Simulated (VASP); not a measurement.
Calculation: r2SCAN meta-GGA, VASP's PBE PAW potentials (set 64) (plane waves; VASP 6.6.1).

VASP input:

File KPOINTS:
```
Automatic mesh
0
Gamma
6 6 4
0 0 0
```

**POSCAR**
```
CdSe
1
    2.1684611177    -3.7558845876     0.0000000000
    2.1684611177     3.7558845876     0.0000000000
    0.0000000000     0.0000000000     7.0664854751
Cd Se
2 2
Direct
  0.6666670000   0.3333330000   0.5000101551
  0.3333330000   0.6666670000   0.0000101551
  0.6666670000   0.3333330000   0.8759898449
  0.3333330000   0.6666670000   0.3759898449
```

**INCAR**
```
SYSTEM = CdSe
PREC = Accurate; ENCUT = 480; LREAL = .False.
LASPH = .True.
EDIFF = 1E-7; NELM = 100; ALGO = Normal
LMAXMIX = 4; LMIXTAU = .True.
ISMEAR = 0; SIGMA = 0.05
METAGGA = R2SCAN
ISIF = 2
LWAVE = .False.; LCHARG = .False.
```

POTCAR, in this order: Cd Se (PBE.64 set). Program: vasp_std.

What VASP printed:

OSZICAR:
```
       N       E                     dE             d eps       ncg     rms          rms(c)
DAV:   1     0.173910986117E+03    0.17391E+03   -0.16856E+04   924   0.141E+03
DAV:   2    -0.684701150237E+02   -0.24238E+03   -0.23741E+03  1050   0.346E+02
DAV:   3    -0.814839469247E+02   -0.13014E+02   -0.12978E+02  1116   0.820E+01
DAV:   4    -0.815861689759E+02   -0.10222E+00   -0.10220E+00  1014   0.728E+00
DAV:   5    -0.815870873696E+02   -0.91839E-03   -0.91837E-03  1134   0.620E-01    0.840E+00
DAV:   6    -0.753187857891E+02    0.62683E+01   -0.67029E+00  1050   0.342E+01    0.978E+00
DAV:   7    -0.733405352923E+02    0.19783E+01   -0.61768E-01   924   0.821E+00    0.719E+00
DAV:   8    -0.736237393738E+02   -0.28320E+00   -0.58199E-01   924   0.782E+00    0.721E-01
DAV:   9    -0.710902844184E+02    0.25335E+01   -0.11957E+00   924   0.772E+00    0.825E-01
DAV:  10    -0.712358564084E+02   -0.14557E+00   -0.66786E-02   960   0.215E+00    0.809E-01
DAV:  11    -0.712269673260E+02    0.88891E-02   -0.55944E-03  1086   0.683E-01    0.909E-01
DAV:  12    -0.714367760208E+02   -0.20981E+00   -0.66748E-02   978   0.146E+00    0.341E-01
DAV:  13    -0.718073550358E+02   -0.37058E+00   -0.25608E-01   972   0.319E+00    0.466E-01
DAV:  14    -0.717976767450E+02    0.96783E-02   -0.66058E-02   954   0.215E+00    0.304E-01
DAV:  15    -0.718111542260E+02   -0.13477E-01   -0.78893E-03   948   0.762E-01    0.110E-01
DAV:  16    -0.718205142967E+02   -0.93601E-02   -0.45160E-03   978   0.402E-01    0.785E-02
DAV:  17    -0.718255912705E+02   -0.50770E-02   -0.14816E-03   930   0.364E-01    0.632E-02
DAV:  18    -0.718280233983E+02   -0.24321E-02   -0.25165E-03   936   0.417E-01    0.370E-02
DAV:  19    -0.718283810136E+02   -0.35762E-03   -0.23525E-04   924   0.156E-01    0.320E-02
DAV:  20    -0.718282548519E+02    0.12616E-03   -0.14732E-04   960   0.991E-02    0.220E-02
DAV:  21    -0.718283455461E+02   -0.90694E-04   -0.98551E-05   948   0.102E-01    0.739E-03
DAV:  22    -0.718283751203E+02   -0.29574E-04   -0.20180E-05  1008   0.388E-02    0.792E-03
DAV:  23    -0.718283813160E+02   -0.61956E-05   -0.68640E-06   960   0.193E-02    0.957E-03
DAV:  24    -0.718283830531E+02   -0.17371E-05   -0.20643E-06   972   0.100E-02    0.524E-03
DAV:  25    -0.718283827021E+02    0.35100E-06   -0.70906E-07  1062   0.448E-03    0.212E-03
DAV:  26    -0.718283829151E+02   -0.21303E-06   -0.53057E-08   630   0.250E-03    0.198E-03
DAV:  27    -0.718283830246E+02   -0.10947E-06   -0.89768E-08   594   0.281E-03    0.576E-04
DAV:  28    -0.718283830175E+02    0.70695E-08   -0.42440E-08   492   0.135E-03
   1 F= -.71828383E+02 E0= -.71828383E+02  d E =-.406622E-13
```

OUTCAR:
```
------------------------ aborting loop because EDIFF is reached ----------------------------------------
  FORCE on cell =-STRESS in cart. coord.  units (eV):
  Direction    XX          YY          ZZ          XY          YZ          ZX
  --------------------------------------------------------------------------------------
  Total        0.2651185      0.2651184      0.3022534      0.0000000      0.0000000      0.0000000
  in kB        3.6902282      3.6902277      4.2071161      0.0000000      0.0000000      0.0000000
  external PRESSURE =       3.8625240 kB  Pullay stress =       0.0000000 kB
  volume of cell :      115.11
      direct lattice vectors                 reciprocal lattice vectors
     2.168461118 -3.755884588  0.000000000     0.230578264 -0.133124431  0.000000000
     2.168461118  3.755884588  0.000000000     0.230578264  0.133124431  0.000000000
     0.000000000  0.000000000  7.066485475     0.000000000  0.000000000  0.141513062
  FREE ENERGIE OF THE ION-ELECTRON SYSTEM (eV)
  ---------------------------------------------------
  free  energy   TOTEN  =       -71.8283830175 eV

  energy  without entropy=      -71.8283830175  energy(sigma->0) =      -71.82838302
```
(Selected blocks of OUTCAR.)

The compound is CdSe in the wurtzite structure. It was relaxed first.
